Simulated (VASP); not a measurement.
Input of a VASP 6.6.1 run:

File INCAR:

```
SYSTEM = VSi
ALGO = Fast ; EDIFF = 1E-8
ENCUT = 520 ; GGA = PE
ISIF = 2 ; ISMEAR = -1
ISPIN = 2 ; LASPH = .True.
LCHARG = .False. ; LEFG = .True.
LMAXMIX = 4 ; LORBIT = 11
LREAL = .False. ; LWAVE = .False.
MAGMOM = 1.5 0 ; NBANDS = 20
NELM = 150 ; PREC = Accurate
SIGMA = 0.05
```

The input KPOINTS:

```
k-points
0
Gamma
  11 11 11
  0 0 0
```

POSCAR

```
VSi
1.0
    0.0000000000      2.7086114939      2.7086114939
    2.7086114939      0.0000000000      2.7086114939
    2.7086114939      2.7086114939      0.0000000000
V Si
1 1
Direct
    0.0000000000      0.0000000000      0.0000000000
    0.2500000000      0.2500000000      0.2500000000
```

Potentials or basis: VASP PAW PBE potentials, release 64 (V_sv, Si).

Command:

```bash
$ cat potpaw_PBE.64/V_sv/POTCAR potpaw_PBE.64/Si/POTCAR > POTCAR
$ mpirun -np 1 vasp_std > vasp.out
```

Problem. Estimate the pressure.

Solution. 5.1 GPa.

Problem. Predict the band gap on the k mesh.

Solution. None (metal or under the smearing width).

Problem. Estimate the net moment.

Solution. 0.37 μB per cell.

Problem. Predict the site moments.

Solution. V +0.35; Si -0.03 μB.

Electric field gradients, principal values (V/Å²):
| atom | Vxx | Vyy | Vzz |
| --- | --- | --- | --- |
| 1 V | -0.003 | -0.003 | 0.005 |
| 2 Si | 0.000 | 0.000 | 0.000 |
